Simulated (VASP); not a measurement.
## K₃LiCl₄ (ordered alloy cell): computed properties

All values below come from PBEsol GGA, VASP's PBE PAW potentials (set 64) (plane waves; VASP 6.6.1).

For K$_{3}$LiCl$_{4}$, the space group comes out as Cmmm (65). The cell is a = 8.5212 Å, b = 11.9221 Å, c = 4.2741 Å, α = β = γ = 90.00°, the volume per atom is 27.14 Å^3/atom and the band gap (over mesh and band path) is 4.96 eV. The smallest direct gap (over mesh and band path) comes out as 4.96 eV. The band-edge character is direct, Γ to Γ and the density comes out as 2.03 g/cm³.

```
CELL_PARAMETERS angstrom
      0.00953     6.03491     5.96103
      6.03491     0.00953     5.96103
      3.02222     3.02222     0.00000
ATOMIC_POSITIONS crystal
  Li 0.00000 0.00000 0.00000
  Cl 0.22092 0.22092 0.55817
  Cl 0.23141 0.76859 0.50000
  Cl 0.76859 0.23141 0.50000
  Cl 0.77908 0.77908 0.44183
  K  0.00000 0.50000 0.00000
  K  0.50000 0.00000 0.00000
  K  0.50000 0.50000 0.00000
```

The structure was generated: K3LiCl4 was put into an ordered model structure (Cmmm), which need not be its known phase. It was relaxed first. Symmetry was kept, so distortions that lower it aren't found.
